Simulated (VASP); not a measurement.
# Cd2GeBr6 (Fm-3m) in VASP: single point with PBE

Aim: the single point of Cd2GeBr6 with PBE.

Program: VASP 6.6.1. These are calculated values, not measurements. Logs are shortened: lines on timing, memory, paths and dates and some standing lists are left out, and cuts for length are marked.

## (1) The crystal as given

The structure is cubic, space group Fm-3m (No. 225). Conventional cell: a = 9.620 Å, b = 9.620 Å, c = 9.620 Å, α = 90.00°, β = 90.00°, γ = 90.00°. Ge (site symmetry m-3m) is surrounded by 6 Br at 2.47 Å. Cd (site symmetry -43m) has 12 Br at 3.40 Å as nearest neighbours. Br (site symmetry 4mm) is surrounded by 1 Ge at 2.47 Å.

The cell was built by a generator and needn't be a form met in nature.

## (2) Single point, PBE

Input file INCAR:

```
SYSTEM = Cd2GeBr6
PREC = Accurate
ENCUT = 520
EDIFF = 1E-6
ISMEAR = -1
SIGMA = 0.1
LREAL = .False.
LASPH = .True.
NELM = 100
ALGO = Fast
ISIF = 2
LWAVE = .False.
LCHARG = .True.
GGA = PE
LELF = .True.
LVHAR = .True.
NBANDS = 50
```

Input file KPOINTS:

```
Automatic mesh
0
Gamma
  6 6 6
  0 0 0
```

Input file POSCAR:

```
Cd2GeBr6
1.0
    0.0000000000      4.8101208130      4.8101208130
    4.8101208130      0.0000000000      4.8101208130
    4.8101208130      4.8101208130      0.0000000000
Ge Cd Br
1 2 6
Direct
    0.0000000000      0.0000000000      0.0000000000
    0.2500000000      0.2500000000      0.2500000000
    0.7500000000      0.7500000000      0.7500000000
    0.7435134314      0.2564865686      0.2564865686
    0.2564865686      0.7435134314      0.2564865686
    0.2564865686      0.7435134314      0.7435134314
    0.7435134314      0.2564865686      0.7435134314
    0.2564865686      0.2564865686      0.7435134314
    0.7435134314      0.7435134314      0.2564865686
```

Potentials or basis: VASP PAW PBE potentials, release 64 (Ge_d, Cd, Br).

Started as:

```
$ cat potpaw_PBE.64/Ge_d/POTCAR potpaw_PBE.64/Cd/POTCAR potpaw_PBE.64/Br/POTCAR > POTCAR
$ mpirun -np 1 vasp_std > vasp.out
```

OUTCAR:

```text
SYSTEM = Cd2GeBr6
   PREC = Accurate
   ENCUT = 520
   EDIFF = 1E-6
   ISMEAR = -1
   LREAL = .False.
   LASPH = .True.
   NELM = 100
   ISIF = 2
   GGA = PE

 ion  position               nearest neighbor table
   1  0.000  0.000  0.000-   4 2.47   5 2.47   6 2.47   7 2.47   8 2.47   9 2.47
   2  0.250  0.250  0.250-
   3  0.750  0.750  0.750-
   4  0.744  0.256  0.256-   1 2.47
   5  0.256  0.744  0.256-   1 2.47
   6  0.256  0.744  0.744-   1 2.47
   7  0.744  0.256  0.744-   1 2.47
   8  0.256  0.256  0.744-   1 2.47
   9  0.744  0.744  0.256-   1 2.47

  LATTYP: Found a face centered cubic cell.
 ALAT       =     9.6202416260

  Lattice vectors:

 A1 = (   0.0000000000,   4.8101208130,   4.8101208130)
 A2 = (   4.8101208130,   0.0000000000,   4.8101208130)
 A3 = (   4.8101208130,   4.8101208130,   0.0000000000)

Analysis of symmetry for initial positions (statically):
=====================================================================
 Subroutine PRICEL returns:
 Original cell was already a primitive cell.

 Routine SETGRP: Setting up the symmetry group for a
 face centered cubic supercell.

 Subroutine GETGRP returns: Found 48 space group operations
 (whereof 48 operations were pure point group operations)
 out of a pool of 48 trial point group operations.

The static configuration has the point symmetry O_h .

Analysis of symmetry for dynamics (positions and initial velocities):
=====================================================================
 Subroutine PRICEL returns:
 Original cell was already a primitive cell.

 Routine SETGRP: Setting up the symmetry group for a
 face centered cubic supercell.

 Subroutine GETGRP returns: Found 48 space group operations
 (whereof 48 operations were pure point group operations)
 out of a pool of 48 trial point group operations.

The dynamic configuration has the point symmetry O_h .

 Subroutine INISYM returns: Found 48 space group operations
 (whereof 48 operations are pure point group operations),
 and found     1 'primitive' translations

----------------------------------------------------------------------------------------

                                     Primitive cell

  volume of cell :     222.5861

  direct lattice vectors                    reciprocal lattice vectors
     0.000000000  4.810120813  4.810120813    -0.103947493  0.103947493  0.103947493
     4.810120813  0.000000000  4.810120813     0.103947493 -0.103947493  0.103947493
     4.810120813  4.810120813  0.000000000     0.103947493  0.103947493 -0.103947493

  length of vectors
     6.802538090  6.802538090  6.802538090     0.180042339  0.180042339  0.180042339

  position of ions in fractional coordinates (direct lattice)
     0.000000000  0.000000000  0.000000000
     0.250000000  0.250000000  0.250000000
     0.750000000  0.750000000  0.750000000
     0.743513431  0.256486569  0.256486569
     0.256486569  0.743513431  0.256486569
     0.256486569  0.743513431  0.743513431
     0.743513431  0.256486569  0.743513431
     0.256486569  0.256486569  0.743513431
     0.743513431  0.743513431  0.256486569

  ion indices of the primitive-cell ions
   primitive index   ion index
                 1           1
                 2           2
                 3           3
                 4           4
                 5           5
                 6           6
                 7           7
                 8           8
                 9           9

----------------------------------------------------------------------------------------

 KPOINTS: Automatic mesh

Automatic generation of k-mesh.
 Grid dimensions read from file:
 generate k-points for:    6    6    6

 Generating k-lattice:

  Cartesian coordinates                     Fractional coordinates (reciprocal lattice)
    -0.017324582  0.017324582  0.017324582     0.166666667  0.000000000  0.000000000
     0.017324582 -0.017324582  0.017324582     0.000000000  0.166666667  0.000000000
     0.017324582  0.017324582 -0.017324582     0.000000000  0.000000000  0.166666667

  Length of vectors
     0.030007057  0.030007057  0.030007057

  Shift w.r.t. Gamma in fractional coordinates (k-lattice)
     0.000000000  0.000000000  0.000000000

 Subroutine IBZKPT returns following result:
 ===========================================

 Found     16 irreducible k-points:

 Following reciprocal coordinates:
            Coordinates               Weight
  0.000000  0.000000  0.000000      1.000000
  0.166667  0.000000  0.000000      8.000000
  0.333333  0.000000  0.000000      8.000000
  0.500000  0.000000  0.000000      4.000000
  0.166667  0.166667  0.000000      6.000000
  0.333333  0.166667  0.000000     24.000000
[... 8 lines left out ...]
 -0.333333  0.333333  0.166667     24.000000
 -0.333333  0.500000  0.166667     12.000000
   k-points           NKPTS =     16   k-points in BZ     NKDIM =     16   number of bands    NBANDS=     50
   number of dos      NEDOS =    301   number of ions     NIONS =      9
   total plane-waves  NPLWV = 157464
   dimension x,y,z NGX =    54 NGY =   54 NGZ =   54
   dimension x,y,z NGXF=   108 NGYF=  108 NGZF=  108
   ions per type =               1   2   6
   NGX,Y,Z   is equivalent  to a cutoff of  13.20, 13.20, 13.20 a.u.
   NGXF,Y,Z  is equivalent  to a cutoff of  26.39, 26.39, 26.39 a.u.
 SYSTEM =  Cd2GeBr6
   PREC   = accura    normal or accurate (medium, high low for compatibility)
   ISTART =      0    job   : 0-new  1-cont  2-samecut
   ICHARG =      2    charge: 1-file 2-atom 10-const
   ISPIN  =      1    spin polarized calculation?
   LNONCOLLINEAR =      F non collinear calculations
   LSORBIT =      F    spin-orbit coupling
   LASPH  =      T    aspherical Exc in radial PAW
   ENCUT  =  520.0 eV  38.22 Ry    6.18 a.u.  12.65 12.65 12.65*2*pi/ulx,y,z
   NELM   =    100;   NELMIN=  2; NELMDL= -5     # of ELM steps
   EDIFF  = 0.1E-05   stopping-criterion for ELM
   LREAL  =      F    real-space projection
   EDIFFG = 0.1E-04   stopping-criterion for IOM
   NSW    =      0    number of steps for IOM
   IBRION =     -1    ionic relax: 0-MD 1-quasi-New 2-CG
   NFREE  =      0    steps in history (QN), initial steepest desc. (CG)
   ISIF   =      2    stress and relaxation
   ISYM   =      2    0-nonsym 1-usesym 2-fastsym
   POTIM  = 0.5000    time-step for ionic-motion
   TEBEG  =    0.0;   TEEND  =   0.0 temperature during run
   PSTRESS=    0.0 pullay stress
   NELECT =      80.0000    total number of electrons
   NUPDOWN=      -1.0000    fix difference up-down
   EMIN   =  10.00;   EMAX   =-10.00  energy-range for DOS
   EFERMI =   0.00;   METHOD = LEGACY
   ISMEAR =    -1;   SIGMA  =   0.10  broadening in eV -4-tet -1-fermi 0-gaus
   EFERMI_NEDOS =   21; number of points for ismear=-14 and -15
   IALGO  =     68    algorithm
   IMIX   =      4    mixing-type and parameters
     AMIX     =   0.40;   BMIX     =  1.00
     AMIX_MAG =   1.60;   BMIX_MAG =  1.00
  volume/ion in A,a.u.               =      24.73       166.90
  Fermi-wavevector in a.u.,A,eV,Ry     =   1.163962  2.199569 18.433279  1.354808
  Thomas-Fermi vector in A             =   2.300506
   LORBIT       =      0    0 simple, 1 ext, 2 COOP (PROOUT), +10 PAW based schemes
   GGA     = PE    functional components
   LHFCALC =     F    Hartree Fock is set to
   AEXX    =    0.0000 exact exchange contribution
   IVDW    =     0    specifies the selected vdW correction
   LEPSILON=     F    determine dielectric tensor
   LRPA    =     F    only Hartree local field effects (RPA)
 non-spin polarized calculation
 RMM-DIIS sequential band-by-band and
  energy-cutoff  :      520.00
  volume of cell :      222.59
 maximum number of plane-waves:      6014
 NGX is ok and might be reduce to    54
   NGX = 25   NGY = 25   NGZ = 25

 number of electron      80.0000002 magnetization

 Free energy of the ion-electron system (eV)
  ---------------------------------------------------
  ext. energy  EPLUGINS =         0.00000000
  ---------------------------------------------------
  free energy    TOTEN  =       -18.04549745 eV

  energy without entropy =      -17.95427494  energy(sigma->0) =      -17.99988619

 E-fermi :   2.8697     XC(G=0):  -9.6222

 val. band max:        2.7937211314   @ k =   0.5000   0.1667   0.0000
 cond. band min:       2.8850001310   @ k =  -0.3333   0.1667   0.0000
 fundamental gap:      0.0912789996
 Fermi energy:         2.8696852375

 k-point     1 :       0.0000    0.0000    0.0000
  band No.  band energies     occupation
      1     -22.4313      2.00000
      2     -22.4313      2.00000
      3     -22.3847      2.00000
      4     -22.3847      2.00000
      5     -22.3847      2.00000
      6     -13.3972      2.00000
[... 42 lines left out ...]
     49       9.1704      0.00000
     50       9.1748      0.00000

 k-point     2 :       0.1667    0.0000    0.0000
  band No.  band energies     occupation
      1     -22.4313      2.00000
      2     -22.4313      2.00000
      3     -22.3847      2.00000
      4     -22.3847      2.00000
      5     -22.3847      2.00000
      6     -13.3359      2.00000
[... 42 lines left out ...]
     49       8.8039      0.00000
     50       9.3033      0.00000

 k-point     3 :       0.3333    0.0000    0.0000
  band No.  band energies     occupation
      1     -22.4313      2.00000
      2     -22.4313      2.00000
      3     -22.3847      2.00000
      4     -22.3847      2.00000
      5     -22.3847      2.00000
      6     -13.1704      2.00000
[... 678 lines left out ...]
     49       8.0889      0.00000
     50       8.5205      0.00000

 k-point    16 :      -0.3333    0.5000    0.1667
  band No.  band energies     occupation
      1     -22.4314      2.00000
      2     -22.4313      2.00000
      3     -22.3847      2.00000
      4     -22.3847      2.00000
      5     -22.3847      2.00000
      6     -12.9259      2.00000
[... 42 lines left out ...]
     49       8.0064      0.00000
     50       8.4988      0.00000

------------------------ aborting loop because EDIFF is reached ----------------------------------------

  FORCE on cell =-STRESS in cart. coord.  units (eV):
  Direction    XX          YY          ZZ          XY          YZ          ZX
  --------------------------------------------------------------------------------------
  -------------------------------------------------------------------------------------
  Total        7.0249495      7.0249495      7.0249495     -0.0000000      0.0000000      0.0000000
  in kB       50.5656788     50.5656788     50.5656788     -0.0000000      0.0000000      0.0000000
  external PRESSURE =      50.5656788 kB  Pullay stress =       0.0000000 kB

 VOLUME and BASIS-vectors are now :
 -----------------------------------------------------------------------------
  energy-cutoff  :      520.00
  volume of cell :      222.59
      direct lattice vectors                 reciprocal lattice vectors
     0.000000000  4.810120813  4.810120813    -0.103947493  0.103947493  0.103947493
     4.810120813  0.000000000  4.810120813     0.103947493 -0.103947493  0.103947493
     4.810120813  4.810120813  0.000000000     0.103947493  0.103947493 -0.103947493

 POSITION                                       TOTAL-FORCE (eV/Angst)
 -----------------------------------------------------------------------------------
      0.00000      0.00000      0.00000        -0.000000     -0.000000      0.000000
      2.40506      2.40506      2.40506        -0.000000     -0.000000      0.000000
      7.21518      7.21518      7.21518        -0.000000     -0.000000      0.000000
      2.46746      4.81012      4.81012         0.005382     -0.000000      0.000000
      4.81012      2.46746      4.81012        -0.000000      0.005382      0.000000
      7.15278      4.81012      4.81012        -0.005382     -0.000000      0.000000
      4.81012      7.15278      4.81012        -0.000000     -0.005382      0.000000
      4.81012      4.81012      2.46746        -0.000000     -0.000000      0.005382
      4.81012      4.81012      7.15278        -0.000000     -0.000000     -0.005382
 -----------------------------------------------------------------------------------
    total drift:                                0.000000      0.000000      0.000000

  FREE ENERGIE OF THE ION-ELECTRON SYSTEM (eV)
  ---------------------------------------------------
  free  energy   TOTEN  =       -18.0454974453 eV

  energy  without entropy=      -17.9542749352  energy(sigma->0) =      -17.99988619
```

Wall time 2.8 min (1 thread of AMD EPYC 9R45 (Zen 5), shared host); peak memory 0.45 GiB.

What came out:

- Free energy: -18.0455 eV
- Pressure: 5.1 GPa
- Largest force: 0.005 eV/Å
- Band gap on the k mesh: none (metal or under the smearing width)

Forces on the atoms (eV/Å):
```
Ge   0.000  0.000  0.000
Cd   0.000  0.000  0.000
Cd   0.000  0.000  0.000
Br   0.005  0.000  0.000
Br   0.000  0.005  0.000
Br  -0.005  0.000  0.000
Br   0.000 -0.005  0.000
Br   0.000  0.000  0.005
Br   0.000  0.000 -0.005
```
